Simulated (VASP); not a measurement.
An input for Ansatz (written as the equivalent of a VASP run, and not itself run):

Ansatz 0.2 input:
```yaml
crystal:
  lattice:
    - [0.0000000, 2.9466660, 2.9466660]
    - [2.9466660, 0.0000000, 2.9466660]
    - [2.9466660, 2.9466660, 0.0000000]
  atoms:
    - { symbol: N, position: [0.0000000, 0.0000000, 0.0000000] }
    - { symbol: Fe, position: [0.5000000, 0.5000000, 0.5000000], spin: 4 }
    - { symbol: Fe, position: [0.2500000, 0.2500000, 0.2500000], spin: 4 }
    - { symbol: Fe, position: [0.7500000, 0.7500000, 0.7500000], spin: 4 }
kpoints:
  mp_grid: { grid: [6, 6, 6] }
hamiltonian:
  xc: pbe
  pseudopotentials: { kind: paw }
magnetization: { spin_polarized: true }
scf:
  occupations: { method: gaussian, width: 0.05 }
  max_iter: 100
output: { forces: true, stress: true, eigenvalues: true }
```

**Question.** Write the VASP files for the same calculation (PBE).

**Answer.** One answer among several that fit: 
### POSCAR
```
Fe3N
5.8933320
  0.0000000000   0.5000000000   0.5000000000
  0.5000000000   0.0000000000   0.5000000000
  0.5000000000   0.5000000000   0.0000000000
N Fe
1 3
Cartesian
  0.0000000000   0.0000000000   0.0000000000
  0.5000000000   0.5000000000   0.5000000000
  0.2500000000   0.2500000000   0.2500000000
  0.7500000000   0.7500000000   0.7500000000
```

### KPOINTS
```
Automatic mesh
0
Gamma
6 6 6
0 0 0
```

**INCAR**
```
! general
SYSTEM  = Fe3N
PREC    = Accurate
ENCUT   = 520
LREAL   = .False.
LASPH   = .True.

! electronic loop
EDIFF   = 1E-6
NELM    = 100
ALGO    = Normal
LMAXMIX = 4

! smearing
ISMEAR  = 0
SIGMA   = 0.05

! functional
GGA     = PE

! spin
ISPIN   = 2
MAGMOM  = 0.0 4.0 4.0 4.0

! ions
ISIF    = 2

! output
LWAVE   = .False.
LCHARG  = .False.
LORBIT  = 10
```

POTCAR, in this order: N Fe (PBE.64 set). Program: vasp_std.

What does not carry over: each code has its own PAW files, so the cut-off isn't converted (ENCUT is set for VASP's; basis.ecutwfc is left out, and Ansatz then takes the one that its files recommend); Ansatz stops its SCF on the density residual and VASP on the energy change (EDIFF).

The structure was generated: Fe3N was put into the D03 type (Fm-3m), which need not be its known phase. The cell was not relaxed at this level. The k-mesh is coarse (spacing up to 0.31 per Å, 2π included), so the numbers may not be converged in it.
